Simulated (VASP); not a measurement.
Computed with optB86b-vdW, VASP's PBE PAW potentials (set 64) (plane waves; VASP).

VASP input:

File POSCAR:
```
Lu
1
    1.7500000000    -3.0310890000     0.0000000000
    1.7500000000     3.0310890000     0.0000000000
    0.0000000000     0.0000000000     5.5500000000
Lu
2
Direct
  0.3333330000   0.6666670000   0.2500000000
  0.6666670000   0.3333330000   0.7500000000
```

KPOINTS:
```
Regular mesh
0
gamma
  11 11 6
```

### INCAR
```
LMAXMIX = 6
LREAL = .FALSE.   ! projection in real space or not
ISMEAR = 1   ! Methfessel-Paxton
EDIFF = 1E-6   ! SCF stop (eV)
SIGMA = 0.1
ISIF = 3
LWAVE = .FALSE.
PREC = Accurate
NSW = 60
IBRION = 2   ! conjugate gradients
LASPH = .TRUE.   ! aspherical one-centre terms
SYSTEM = Lu
LUSE_VDW = .TRUE.
ALGO = Normal
NELM = 100   ! most electronic steps
ENCUT = 520
PARAM1 = 0.1234
LCHARG = .FALSE.
AGGAC = 0.0
PARAM2 = 1.0
EDIFFG = -0.01
GGA = MK
```

POTCAR, in this order: Lu_3 (PBE.64 set). Program: vasp_std.

Output of the run:

OSZICAR:
```
       N       E                     dE             d eps       ncg     rms          rms(c)
DAV:   1     0.503934318290E+02    0.50393E+02   -0.87871E+03  2904   0.150E+03
DAV:   2    -0.152668620002E+01   -0.51920E+02   -0.50175E+02  2868   0.728E+02
DAV:   3    -0.387047945676E+01   -0.23438E+01   -0.22477E+01  3028   0.643E+01
DAV:   4    -0.398737301679E+01   -0.11689E+00   -0.11056E+00  3061   0.994E+00
DAV:   5    -0.399136305843E+01   -0.39900E-02   -0.39947E-02  2868   0.178E+00    0.248E+01
DAV:   6    -0.399159036600E+01   -0.22731E-03   -0.31877E-02  2794   0.401E+00    0.147E+01
DAV:   7    -0.400264673635E+01   -0.11056E-01   -0.62520E-02  2708   0.562E+00    0.365E-01
DAV:   8    -0.400275662160E+01   -0.10989E-03   -0.43501E-03  2713   0.100E+00    0.687E-02
DAV:   9    -0.400279165821E+01   -0.35037E-04   -0.20123E-04  2896   0.216E-01    0.310E-02
DAV:  10    -0.400279117173E+01    0.48648E-06   -0.24908E-05  2816   0.794E-02    0.422E-02
DAV:  11    -0.400279163857E+01   -0.46684E-06   -0.18966E-06  1935   0.224E-02
   1 F= -.40027916E+01 E0= -.40038762E+01  d E =-.400279E+01
       N       E                     dE             d eps       ncg     rms          rms(c)
DAV:   1    -0.418085579636E+01   -0.17806E+00   -0.56731E+00  1824   0.722E+01    0.284E+00
DAV:   2    -0.408405297588E+01    0.96803E-01   -0.42398E-01  2565   0.109E+01    0.126E+00
DAV:   3    -0.402171391367E+01    0.62339E-01   -0.10133E-01  2521   0.726E+00    0.447E-01
DAV:   4    -0.402065891283E+01    0.10550E-02   -0.10167E-02  2673   0.177E+00    0.310E-01
DAV:   5    -0.402076577110E+01   -0.10686E-03   -0.91284E-04  2830   0.569E-01    0.263E-02
DAV:   6    -0.402075001257E+01    0.15759E-04   -0.73996E-05  2827   0.169E-01    0.111E-02
DAV:   7    -0.402074508756E+01    0.49250E-05   -0.66128E-06  2479   0.362E-02    0.198E-03
DAV:   8    -0.402074482396E+01    0.26360E-06   -0.36397E-07  1397   0.145E-02
   2 F= -.40207448E+01 E0= -.40216153E+01  d E =-.179532E-01
       N       E                     dE             d eps       ncg     rms          rms(c)
DAV:   1    -0.402562937335E+01   -0.48843E-02   -0.14296E-01  1834   0.114E+01    0.469E-01
DAV:   2    -0.402312850527E+01    0.25009E-02   -0.10971E-02  2455   0.171E+00    0.202E-01
DAV:   3    -0.402153429540E+01    0.15942E-02   -0.25033E-03  2547   0.115E+00    0.693E-02
DAV:   4    -0.402148484796E+01    0.49447E-04   -0.29820E-04  2606   0.322E-01    0.470E-02
DAV:   5    -0.402148817416E+01   -0.33262E-05   -0.25155E-05  2833   0.911E-02    0.447E-03
DAV:   6    -0.402148785546E+01    0.31869E-06   -0.10722E-06  1262   0.289E-02
   3 F= -.40214879E+01 E0= -.40224621E+01  d E =-.186962E-01
       N       E                     dE             d eps       ncg     rms          rms(c)
DAV:   1    -0.402152878875E+01   -0.40615E-04   -0.15193E-03  1874   0.118E+00    0.494E-02
DAV:   2    -0.402150151401E+01    0.27275E-04   -0.11474E-04  2417   0.175E-01    0.211E-02
DAV:   3    -0.402148459098E+01    0.16923E-04   -0.26937E-05  2554   0.120E-01    0.706E-03
DAV:   4    -0.402148395701E+01    0.63397E-06   -0.23407E-06  1423   0.337E-02
   4 F= -.40214840E+01 E0= -.40224676E+01  d E =-.186923E-01
       N       E                     dE             d eps       ncg     rms          rms(c)
DAV:   1    -0.402316555782E+01   -0.16810E-02   -0.54409E-02  2506   0.372E+00    0.207E-01
DAV:   2    -0.402238196206E+01    0.78360E-03   -0.18012E-03  2791   0.726E-01    0.102E-01
DAV:   3    -0.402197519955E+01    0.40676E-03   -0.45046E-04  3166   0.341E-01    0.467E-02
DAV:   4    -0.402196879278E+01    0.64068E-05   -0.65708E-05  2840   0.869E-02    0.257E-02
DAV:   5    -0.402196845909E+01    0.33369E-06   -0.18056E-06  1445   0.322E-02
   5 F= -.40219685E+01 E0= -.40228250E+01  d E =-.484502E-03
       N       E                     dE             d eps       ncg     rms          rms(c)
DAV:   1    -0.402221113299E+01   -0.24234E-03   -0.93459E-03  2511   0.154E+00    0.848E-02
DAV:   2    -0.402207838217E+01    0.13275E-03   -0.30766E-04  2781   0.302E-01    0.427E-02
DAV:   3    -0.402201012064E+01    0.68262E-04   -0.77587E-05  3190   0.141E-01    0.204E-02
DAV:   4    -0.402200902580E+01    0.10948E-05   -0.10070E-05  2361   0.348E-02    0.108E-02
DAV:   5    -0.402200897929E+01    0.46505E-07   -0.10615E-06  1362   0.143E-02
   6 F= -.40220090E+01 E0= -.40228054E+01  d E =-.525022E-03
       N       E                     dE             d eps       ncg     rms          rms(c)
DAV:   1    -0.402201019173E+01   -0.11659E-05   -0.45582E-05  2521   0.110E-01    0.594E-03
DAV:   2    -0.402200946557E+01    0.72615E-06   -0.82826E-07   992   0.210E-02
   7 F= -.40220095E+01 E0= -.40228095E+01  d E =-.525509E-03
       N       E                     dE             d eps       ncg     rms          rms(c)
DAV:   1    -0.402204256280E+01   -0.32371E-04   -0.19834E-03  2511   0.715E-01    0.388E-02
DAV:   2    -0.402201378314E+01    0.28780E-04   -0.66201E-05  2791   0.136E-01    0.202E-02
DAV:   3    -0.402199900920E+01    0.14774E-04   -0.16018E-05  3001   0.646E-02    0.981E-03
DAV:   4    -0.402199870978E+01    0.29942E-06   -0.18769E-06  1004   0.192E-02
   8 F= -.40219987E+01 E0= -.40228275E+01  d E =-.514753E-03
       N       E                     dE             d eps       ncg     rms          rms(c)
DAV:   1    -0.402202826167E+01   -0.29252E-04   -0.91108E-04  2506   0.479E-01    0.264E-02
DAV:   2    -0.402201500101E+01    0.13261E-04   -0.31153E-05  2768   0.959E-02    0.134E-02
DAV:   3    -0.402200790381E+01    0.70972E-05   -0.59142E-06  2239   0.442E-02    0.607E-03
DAV:   4    -0.402200776681E+01    0.13701E-06   -0.16143E-06  1087   0.240E-02
   9 F= -.40220078E+01 E0= -.40228180E+01  d E =-.523810E-03
       N       E                     dE             d eps       ncg     rms          rms(c)
DAV:   1    -0.402200994887E+01   -0.20451E-05   -0.55692E-05  2521   0.125E-01    0.701E-03
DAV:   2    -0.402200911579E+01    0.83309E-06   -0.99888E-07   907   0.222E-02
  10 F= -.40220091E+01 E0= -.40228153E+01  d E =-.525159E-03
       N       E                     dE             d eps       ncg     rms          rms(c)
DAV:   1    -0.402208742603E+01   -0.77477E-04   -0.24399E-03  1869   0.146E+00    0.603E-02
DAV:   2    -0.402204676462E+01    0.40661E-04   -0.18023E-04  2486   0.221E-01    0.264E-02
DAV:   3    -0.402202038932E+01    0.26375E-04   -0.39993E-05  2501   0.146E-01    0.964E-03
DAV:   4    -0.402201951341E+01    0.87591E-06   -0.51721E-06  2343   0.430E-02
  11 F= -.40220195E+01 E0= -.40228071E+01  d E =-.103976E-04
```

File OUTCAR:
```
------------------------ aborting loop because EDIFF is reached ----------------------------------------
  FORCE on cell =-STRESS in cart. coord.  units (eV):
  Direction    XX          YY          ZZ          XY          YZ          ZX
  --------------------------------------------------------------------------------------
  Total        0.0009991      0.0009991     -0.0050550      0.0000000      0.0000000      0.0000000
  in kB        0.0283892      0.0283892     -0.1436405      0.0000000      0.0000000      0.0000000
  external PRESSURE =      -0.0289540 kB  Pullay stress =       0.0000000 kB
  volume of cell :       56.38
      direct lattice vectors                 reciprocal lattice vectors
     1.735425309 -3.005844892 -0.000000000     0.288113811 -0.166342582  0.000000000
     1.735425309  3.005844892 -0.000000000     0.288113811  0.166342582  0.000000000
    -0.000000000 -0.000000000  5.404481128     0.000000000  0.000000000  0.185031639
 POSITION                                       TOTAL-FORCE (eV/Angst)
 -----------------------------------------------------------------------------------
      1.73543      1.00195      1.35112        -0.000000     -0.000000      0.000000
      1.73543     -1.00195      4.05336         0.000000      0.000000      0.000000
 -----------------------------------------------------------------------------------
    total drift:                                0.000001      0.000068     -0.000012
  FREE ENERGIE OF THE ION-ELECTRON SYSTEM (eV)
  ---------------------------------------------------
  free  energy   TOTEN  =        -4.0220195134 eV

  energy  without entropy=       -4.0243822279  energy(sigma->0) =       -4.02280708

 reached required accuracy - stopping structural energy minimisation
```
(Selected blocks of OUTCAR.)

CONTCAR:
```
Lu
   1.00000000000000
     1.7354253088682645   -3.0058448922712309   -0.0000000000000000
     1.7354253088682645    3.0058448922712309   -0.0000000000000000
    -0.0000000000000000   -0.0000000000000000    5.4044811279665392
  Lu
     2
Direct
     0.3333330000000032    0.6666669999999968    0.2500000000000000
     0.6666669999999968    0.3333330000000032    0.7500000000000000
```

Energy and stress use the plane-wave basis of the starting cell.

The compound is Lu in the hcp structure. This run relaxes it. Symmetry was kept, so distortions that lower it aren't found.
